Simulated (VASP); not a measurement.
Input:

```
CELL_PARAMETERS angstrom
      0.00000     3.34224     3.34224
      3.34224     0.00000     3.34224
      3.34224     3.34224     0.00000
ATOMIC_POSITIONS crystal
  Na 0.00000 0.00000 0.00000
  I  0.50000 0.50000 0.50000
```

Method: revPBE GGA, VASP's PBE PAW potentials (set 64) (plane waves; VASP). Settings: 520 eV cut-off, 7×7×7 Γ-centred mesh, Gaussian smearing of 0.050 eV, potentials Na_pv I.

Question: Give the energy at these volumes per atom, relative to the lowest: 35.07, 36.19, 37.31, 38.42, 39.54 Å³.

Answer: 6.0, 1.4, 0.0, 1.2, 4.5 meV/atom. A third-order Birch-Murnaghan fit gives B0 = 12.3 GPa and B0′ = 4.6.

The compound is NaI in the rock salt structure. It was relaxed first, which changed the volume by +10 %.
